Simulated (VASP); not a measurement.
Set up this calculation in VASP 6.6.1, as the native input.

| Property | Result |
| --- | --- |
| Task | single point |
| Functional | PBE |
| Dispersion | D3(BJ) |
| Potentials or basis | VASP PAW PBE potentials, release 64 (Sb) |
| Cutoff | 520 eV |
| k mesh | 9 × 9 × 1 |
| Occupations | methfessel-paxton, width 0.1 eV |
| Spin | no spin polarisation |
| Dipole correction | yes |
| Further INCAR settings | ALGO = Normal; EDIFF = 1e-06 |

The structure of Sb lies in POSCAR:

```
Sb
1.0
    4.3223837000      0.0000000000      0.0000000000
   -2.1611921500      3.7432942600      0.0000000000
    0.0000000000      0.0000000000     27.5545640400
Sb
8
Direct
    0.3333332200      0.6666666100      0.2721872100
    0.6666665100      0.3333332600      0.3283678200
    0.9999998000      0.9999999000      0.4053355400
    0.3333330900      0.6666665500      0.4615161400
    0.6666663700      0.3333331900      0.5384838600
    0.9999996700      0.9999998300      0.5946644600
    0.3333329500      0.6666664800      0.6716321800
    0.6666662500      0.3333331200      0.7278127900
```

One way to write it, as run:

INCAR

```
SYSTEM = Sb
ALGO = Normal
DIPOL = 0.5 0.5 0.500
EDIFF = 1E-6
ENCUT = 520
GGA = PE
ICORELEVEL = 1
IDIPOL = 3
ISIF = 2
ISMEAR = 1
IVDW = 12
KPAR = 2
LASPH = .TRUE.
LCHARG = .FALSE.
LDIPOL = .TRUE.
LREAL = .FALSE.
LVACPOTAV = .TRUE.
LVHAR = .TRUE.
LWAVE = .FALSE.
NELM = 80
PREC = Accurate
SIGMA = 0.1
```

KPOINTS

```
k-points
0
G
  9 9 1
  0 0 0
```

Potentials or basis: VASP PAW PBE potentials, release 64 (Sb).

The run is started by

```console
$ cat potpaw_PBE.64/Sb/POTCAR > POTCAR
$ mpirun -np 2 vasp_std > vasp.out
```

Results of the run:

```json
{"Largest force": "0.179 eV/Å", "Band gap on the k mesh": "none (metal or under the smearing width)", "Dispersion energy per atom": "-0.403 eV", "Work function of the upper face": "4.23 eV", "Work function of the lower face": "4.23 eV"}
```

Wall time 64 s on 2 MPI ranks on AMD EPYC 9R45 96-Core Processor (Zen 5), with other jobs on the host, peak memory 0.51 GiB a rank.
